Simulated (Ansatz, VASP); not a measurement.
Given: the input of a run of Ansatz 0.2.0 on Cs3Pt.

The input input.yaml:

```yaml
crystal:
  lattice:
    - [5.6597086198, 0.0, 0.0]
    - [0.0, 5.6597086198, 0.0]
    - [0.0, 0.0, 5.6597086198]
  atoms:
    - { symbol: Pt, position: [0.5, 0.5, 0.5] }
    - { symbol: Cs, position: [0.5, 0.0, 0.0] }
    - { symbol: Cs, position: [0.0, 0.5, 0.0] }
    - { symbol: Cs, position: [0.0, 0.0, 0.5] }
hamiltonian:
  xc: pbe
  pseudopotentials: { kind: paw }
kpoints:
  mp_grid: { grid: [5, 5, 5] }
scf:
  occupations: { method: fermi_dirac, width: 0.05 }
output:
  forces: true
  stress: true
  eigenvalues: true
```

Potentials or basis: Ansatz PAW.

Command:

```bash
$ ansatz run input.yaml --threads 2 --pin off --max-ram 5120MiB --backend cpu --events-out ev --progress --plain --runs-dir out
```

Problem. Translate it to VASP 6.6.1. Potentials there: VASP PAW PBE potentials, release 64 (Pt, Cs_sv).

Solution. As run (the cutoff follows the program's own potentials):

The input INCAR:

```
SYSTEM = Cs3Pt
ALGO     = Normal         ! electronic algorithm
EDIFF    = 1E-7           ! SCF threshold, eV
ENCUT    = 520            ! plane-wave cutoff, eV
GGA      = PE             ! functional
ISIF     = 2              ! what is computed and relaxed
ISMEAR   = -1             ! smearing method
LASPH    = .TRUE.         ! aspherical terms in the spheres
LCHARG   = .FALSE.        ! write CHGCAR
LREAL    = .FALSE.        ! projectors in reciprocal space
LWAVE    = .FALSE.        ! write WAVECAR
NBANDS   = 26             ! bands
NELM     = 60             ! most SCF steps
PREC     = Accurate       ! precision mode
SIGMA    = 0.05           ! smearing width, eV
```

File KPOINTS:

```
k-points
0
G
  5 5 5
  0 0 0
```

File POSCAR:

```
Cs3Pt
1.0
    5.6597086198      0.0000000000      0.0000000000
    0.0000000000      5.6597086198      0.0000000000
    0.0000000000      0.0000000000      5.6597086198
Pt Cs
1 3
Direct
    0.5000000000      0.5000000000      0.5000000000
    0.5000000000      0.0000000000      0.0000000000
    0.0000000000      0.5000000000      0.0000000000
    0.0000000000      0.0000000000      0.5000000000
```

Potentials or basis: VASP PAW PBE potentials, release 64 (Pt, Cs_sv).

Run with:

```console
$ cat potpaw_PBE.64/Pt/POTCAR potpaw_PBE.64/Cs_sv/POTCAR > POTCAR
$ mpirun -np 1 vasp_std > vasp.out
```

Both were run:

|  | VASP | Ansatz | Ansatz less VASP |
| --- | --- | --- | --- |
| gap on the k mesh at the Fermi level (eV) | none | none | - |
| pressure (GPa) | 0.3 | 0.3 | -0.05 |

A gap of «none» marks a metal or a gap that the smearing closes. The functional is the same, so the differences come from potentials, cutoffs and numerics. The two sets of potentials don't hold the same shells in valence.

The runs have no spin-orbit coupling, so splittings on Cs, Pt are missing.
